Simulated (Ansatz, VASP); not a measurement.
## Cross-check of Cu16F (Cu(100)) between VASP and Ansatz

Wanted: the spread between two codes on one cell, functional and k mesh. The structure shown is the end of the VASP relaxation below.

Method: plane waves, with VASP 6.6.1 beside it; single point at RPBE, in Ansatz 0.2.0.

### 1. The starting structure

The cell holds 17 atoms: 16 Cu and 1 F. Cell: a = 5.205 Å, b = 5.205 Å, c = 20.520 Å, α = 90.0°, β = 90.0°, γ = 90.0°. It derives from Cu. As first built, before any earlier steps moved the atoms: F over the hollow site of Cu(100). Vacuum lies along c.

### 2. VASP: relaxation, RPBE

This run makes the geometry at which the two programs are then compared.

Lines of VASP's logs that name or quote its potential files are left out, and so is its time.

The input, INCAR:

```
SYSTEM = Cu16F
PREC = Normal
ENCUT = 440
EDIFF = 1E-05
NELM = 120
ISMEAR = 1
SIGMA = 0.15
LREAL = Auto
ALGO = Fast
GGA = RP
NBANDS = 113
LASPH = .TRUE.
LORBIT = 11
LWAVE = .FALSE.
LCHARG = .FALSE.
KPAR = 2
NCORE = 2
IBRION = 2
NSW = 50
ISIF = 2
EDIFFG = -0.03
POTIM = 0.4
MAXMIX = 40
IDIPOL = 3
LDIPOL = .TRUE.
DIPOL = 0.5 0.5 0.511
```

The input, POSCAR:

```
Cu16F
1.0
    5.2047758264      0.0000000000      0.0000000000
    0.0000000000      5.2047758264      0.0000000000
    0.0000000000      0.0000000000     20.5204984221
Cu F
16 1
Selective dynamics
Direct
    0.2500000000      0.2500000000      0.3654882000  F F F
    0.7500000000      0.2500000000      0.3654882000  F F F
    0.2500000000      0.7500000000      0.3654882000  F F F
    0.7500000000      0.7500000000      0.3654882000  F F F
    0.0000000000      0.0000000000      0.4551627300  F F F
    0.5000000000      0.0000000000      0.4551627300  F F F
    0.0000000000      0.5000000000      0.4551627300  F F F
    0.5000000000      0.5000000000      0.4551627300  F F F
    0.2500000000      0.2500000000      0.5461515400  T T T
    0.7500000000      0.2500000000      0.5461515400  T T T
    0.2500000000      0.7500000000      0.5461515400  T T T
    0.7500000000      0.7500000000      0.5461515400  T T T
    0.0000000000      0.0000000000      0.6332724400  T T T
    0.5000000000      0.0000000000      0.6332724400  T T T
    0.0000000000      0.5000000000      0.6332724400  T T T
    0.5000000000      0.5000000000      0.6332724400  T T T
    0.2500000000      0.2500000000      0.6893139600  T T T
```

The input, KPOINTS:

```
Automatic mesh
0
Gamma
5 5 1
0 0 0
```

The projector-augmented-wave data sets are Cu and F (PBE family, release 64).

Started as:

```bash
mpirun -np 4 vasp_std
```

Numbers of over 12 decimals in the logs are rounded to 6 here.

What it wrote:

```text
[banner, memory and clock lines left out]
running    4 mpi-ranks, on    1 nodes
 distrk:  each k-point on    2 cores,    2 groups
 distr:  one band on    2 cores,    1 groups

 POSCAR found type information on POSCAR CuF
 POSCAR found :  2 types and      17 ions
|                                                                             |
|               ----> ADVICE to this user running VASP <----                  |
|                                                                             |
|     You enforced a specific xc type in the INCAR file but a different       |
|     [... a line on the potential file left out ...]
|     I HOPE YOU KNOW WHAT YOU ARE DOING!                                     |
|                                                                             |

 LDA part: xc-table for (Slater+PW92), standard interpolation
 POSCAR, INCAR and KPOINTS ok, starting setup
 FFT: planning ... GRIDC
 FFT: planning ... GRID_SOFT
 FFT: planning ... GRID
 WAVECAR not read
 entering main loop
       N       E                     dE             d eps       ncg     rms          rms(c)
DAV:   1     0.169754087190E+04    0.16975E+04   -0.70163E+04  1356   0.177E+03
DAV:   2     0.198830812288E+03   -0.14987E+04   -0.14455E+04  1356   0.415E+02
DAV:   3    -0.338307032464E+02   -0.23266E+03   -0.21369E+03  1646   0.205E+02
DAV:   4    -0.624607365707E+02   -0.28630E+02   -0.27281E+02  1960   0.755E+01
DAV:   5    -0.634360887186E+02   -0.97535E+00   -0.97238E+00  1544   0.181E+01    0.267E+01
RMM:   6    -0.569016347046E+02    0.65345E+01   -0.12409E+02  1367   0.857E+01    0.153E+01
RMM:   7    -0.521525658649E+02    0.47491E+01   -0.26142E+01  1375   0.427E+01    0.282E+00
RMM:   8    -0.524580622170E+02   -0.30550E+00   -0.20759E+00  1423   0.654E+00    0.382E+00
RMM:   9    -0.521406661738E+02    0.31740E+00   -0.65100E-01  1376   0.493E+00    0.106E+00
RMM:  10    -0.521374042788E+02    0.32619E-02   -0.24016E-01  1418   0.291E+00    0.894E-01
RMM:  11    -0.521281601351E+02    0.92441E-02   -0.94278E-02  1430   0.176E+00    0.461E-01
RMM:  12    -0.521250198729E+02    0.31403E-02   -0.36290E-02  1504   0.963E-01    0.170E-01
RMM:  13    -0.521241054670E+02    0.91441E-03   -0.12872E-02  1619   0.455E-01    0.135E-01
RMM:  14    -0.521228893830E+02    0.12161E-02   -0.24124E-03  1381   0.282E-01    0.831E-02
[...]
RMM:  20    -0.521233397449E+02   -0.14266E-03   -0.54186E-05  1025   0.313E-02    0.777E-03
RMM:  21    -0.521233791723E+02   -0.39427E-04   -0.19104E-05   840   0.226E-02    0.605E-03
RMM:  22    -0.521234002448E+02   -0.21072E-04   -0.73569E-06   807   0.153E-02    0.351E-03
RMM:  23    -0.521234388964E+02   -0.38652E-04   -0.52723E-06   804   0.102E-02    0.326E-03
RMM:  24    -0.521234617792E+02   -0.22883E-04   -0.30423E-06   790   0.969E-03    0.141E-03
RMM:  25    -0.521234778804E+02   -0.16101E-04   -0.10725E-06   780   0.580E-03    0.168E-03
RMM:  26    -0.521235012831E+02   -0.23403E-04   -0.89627E-07   761   0.392E-03    0.167E-03
RMM:  27    -0.521235082599E+02   -0.69768E-05   -0.40664E-07   753   0.379E-03
   1 F= -.52123508E+02 E0= -.52114755E+02  d E =-.521235E+02
[... from here on, the cycles between the ionic steps are left out ...]
   5 F= -.52227744E+02 E0= -.52218892E+02  d E =-.104236E+00
   6 F= -.52233696E+02 E0= -.52224860E+02  d E =-.595183E-02
   7 F= -.52255384E+02 E0= -.52246595E+02  d E =-.276396E-01
   8 F= -.52240364E+02 E0= -.52231716E+02  d E =0.150197E-01
   9 F= -.52240731E+02 E0= -.52232064E+02  d E =0.146529E-01
  10 F= -.52240782E+02 E0= -.52232107E+02  d E =0.146018E-01
  11 F= -.52242427E+02 E0= -.52233829E+02  d E =-.164493E-02
  12 F= -.52242604E+02 E0= -.52234040E+02  d E =-.182171E-02
  13 F= -.52242642E+02 E0= -.52234092E+02  d E =-.185959E-02
  14 F= -.52242649E+02 E0= -.52234107E+02  d E =-.186659E-02
 curvature:  -6.65 expect dE=-0.181E-02 dE for cont linesearch -0.975E-05
 trial: gam=-0.01070 g(F)=  0.272E-03 g(S)=  0.000E+00 ort = 0.543E-04 (trialstep = 0.200E+01)
 search vector abs. value=  0.271E-03
 bond charge predicted
       N       E                     dE             d eps       ncg     rms          rms(c)
DAV:   1    -0.522424337860E+02    0.21936E-03   -0.24666E-01  1421   0.158E+00    0.442E-02
RMM:   2    -0.522429089175E+02   -0.47513E-03   -0.50998E-03  1503   0.416E-01    0.697E-02
RMM:   3    -0.522429876122E+02   -0.78695E-04   -0.13604E-03  1865   0.161E-01    0.572E-02
RMM:   4    -0.522429859961E+02    0.16161E-05   -0.87039E-05  1187   0.373E-02
  15 F= -.52242986E+02 E0= -.52234439E+02  d E =-.337385E-03
 trial-energy change:   -0.000337  1 .order   -0.000288   -0.000541   -0.000036
 step:   2.0845(harm=  2.1374)  dis= 0.00292  next Energy=   -52.242987 (dE=-0.338E-03)
 reached required accuracy - stopping structural energy minimisation
```

Parts of OUTCAR (step 2):

```text
ion  position               nearest neighbor table
   1  0.250  0.250  0.365-   5 2.60   6 2.60   7 2.60   8 2.60   2 2.60   3 2.60   3 2.60   2 2.60

  LATTYP: Found a simple tetragonal cell.
 ALAT       =     5.2047758264
 C/A-ratio  =     3.9426286754

 Subroutine GETGRP returns: Found  8 space group operations
 (whereof  2 operations were pure point group operations)

The static configuration has the point symmetry C_1h.
 The point group associated with its full space group is C_4v.

 Found      6 irreducible k-points:

   k-points           NKPTS =      6   k-points in BZ     NKDIM =      6   number of bands    NBANDS=    113

   dimension x,y,z NGX =    28 NGY =   28 NGZ =  108
   dimension x,y,z NGXF=    56 NGYF=   56 NGZF=  216

   ENCUT  =  440.0 eV  32.34 Ry    5.69 a.u.   8.90  8.90 35.10*2*pi/ulx,y,z

   NELECT =     183.0000    total number of electrons

 k-points in reciprocal lattice and weights: Automatic mesh
   0.00000000  0.00000000  0.00000000       0.040
   0.20000000  0.00000000  0.00000000       0.160
   0.40000000  0.00000000  0.00000000       0.160
   0.20000000  0.20000000  0.00000000       0.160
   0.40000000  0.20000000  0.00000000       0.320
   0.40000000  0.40000000  0.00000000       0.160

 dipolmoment           0.000000      0.000000      0.132885 electrons x Angstroem

 average (electrostatic) potential at core
       1 -71.2802       2 -71.2869       3 -71.2869       4 -71.2472       5 -71.6564
       6 -71.6564       7 -71.6564       8 -71.6564       9 -71.6220      10 -71.6431
      11 -71.6431      12 -71.6685      13 -71.2251      14 -71.2251      15 -71.2251
      16 -71.2251      17 -79.9815

 E-fermi :  -0.3399

 k-point     1 :       0.0000    0.0000    0.0000
  band No.  band energies     occupation
    ...
     91      -0.5830      2.04423
     92      -0.5022      2.06340
     93      -0.3243      0.82552
     94      -0.3243      0.82552
     95      -0.3233      0.81366
     96       0.6942     -0.00000
     97       1.6462     -0.00000
     98       2.1892     -0.00000
     99       2.1892     -0.00000
    100       2.8242      0.00000
    ...

 k-point     2 :       0.2000    0.0000    0.0000
  band No.  band energies     occupation
    ...
     87      -1.5432      2.00000
     88      -1.4782      2.00000
     89      -1.4305      2.00000
     90      -0.3798      1.43345
     91      -0.3641      1.26904
     92      -0.1360     -0.06631
     93       0.0425     -0.00185
     94       0.0727     -0.00070
     95       0.7605     -0.00000
     96       1.4053     -0.00000
    ...

 k-point     3 :       0.4000    0.0000    0.0000
  band No.  band energies     occupation
    ...
     86      -1.7061      2.00000
     87      -1.7032      2.00000
     88      -1.5194      2.00000
     89      -1.2950      2.00000
     90      -0.6276      2.02064
     91       0.1128     -0.00017
     92       0.1216     -0.00012
     93       0.7208     -0.00000
     94       0.8042     -0.00000
     95       0.8151     -0.00000
    ...

  Total       -4.5897741     -4.5897741     -1.8527407      0.0000000     -0.0000000      0.0000000
  in kB      -13.2284797    -13.2284797     -5.3399017      0.0000000     -0.0000000      0.0000000
  external PRESSURE =     -10.5989537 kB  Pullay stress =       0.0000000 kB

  energy-cutoff  :      440.00
  volume of cell :      555.89
      direct lattice vectors                 reciprocal lattice vectors
     5.204775826  0.000000000  0.000000000     0.192131234  0.000000000  0.000000000
     0.000000000  5.204775826  0.000000000     0.000000000  0.192131234  0.000000000
     0.000000000  0.000000000 20.520498422     0.000000000  0.000000000  0.048731760

 POSITION                                       TOTAL-FORCE (eV/Angst)
 -----------------------------------------------------------------------------------
      1.30119      1.30119      7.50000         0.000000      0.000000      0.189862
      3.90358      1.30119      7.50000         0.000000      0.000000      0.177006
      1.30119      3.90358      7.50000         0.000000      0.000000      0.177006
      3.90358      3.90358      7.50000         0.000000      0.000000      0.176037
      0.00000      0.00000      9.34017        -0.063583     -0.063583     -0.204056
      2.60239      0.00000      9.34017         0.063583     -0.063583     -0.204056
      0.00000      2.60239      9.34017        -0.063583      0.063583     -0.204056
      2.60239      2.60239      9.34017         0.063583      0.063583     -0.204056
      1.30119      1.30119     11.13982         0.000000      0.000000      0.009270
      3.90358      1.30119     11.18981         0.000000      0.000000      0.007009
      1.30119      3.90358     11.18981         0.000000      0.000000      0.007009
      3.90358      3.90358     11.23614         0.000000      0.000000      0.008503
      5.19267      5.19267     12.98341         0.004410      0.004410      0.014805
      2.61449      5.19267     12.98341        -0.004410      0.004410      0.014805
      5.19267      2.61449     12.98341         0.004410     -0.004410      0.014805
      2.61449      2.61449     12.98341        -0.004410     -0.004410      0.014805
      1.30119      1.30119     14.29531        -0.000000      0.000000      0.005304
 -----------------------------------------------------------------------------------
    total drift:                                0.000000      0.000000     -0.033866

  FREE ENERGIE OF THE ION-ELECTRON SYSTEM (eV)
  ---------------------------------------------------
  free  energy   TOTEN  =       -52.2429859961 eV

  energy  without entropy=      -52.2173463234  energy(sigma->0) =      -52.23443944

 reached required accuracy - stopping structural energy minimisation

 vacuum level on the upper side and lower side of the slab         4.530         3.637

 total charge
# of ion       s       p       d       tot
------------------------------------------
    1        0.427   0.228   9.210   9.864
    2        0.423   0.229   9.211   9.862
    3        0.423   0.229   9.211   9.862
    4        0.430   0.226   9.210   9.867
    5        0.420   0.338   9.171   9.929
    6        0.420   0.338   9.171   9.929
    7        0.420   0.338   9.171   9.929
    8        0.420   0.338   9.171   9.929
    9        0.431   0.335   9.179   9.946
   10        0.420   0.351   9.169   9.940
   11        0.420   0.351   9.169   9.940
   12        0.417   0.364   9.160   9.941
   13        0.400   0.240   9.228   9.867
   14        0.400   0.240   9.228   9.867
   15        0.400   0.240   9.228   9.867
   16        0.400   0.240   9.228   9.867
   17        1.766   4.282   0.000   6.048
--------------------------------------------------
tot          8.437   8.905 147.113 164.455

[... 3 further parts left out ...]
```

This run has no spin polarisation, although Cu can carry a moment. Its electron count is odd, so without a moment it is a metal by construction. The PAW data sets were made with PBE, which is usual practice but a small mismatch for other functionals. The run keeps the 8 symmetry operations of its start, so it cannot find a distortion of lower symmetry.

[end of part 1 of 2]

[Lines on the potential files, build, host, timing and source positions are cut from VASP's logs without a mark.]

[Logs are printed without paths, hosts, clocks, repeated set-up lines and the standing remarks that a program may print on its own settings, such as how far it seeks lower states.]

[Hosts, paths, dates, database ids (printed as entryN), source tags and the programs' standing remarks are cut or masked in the printed files.]
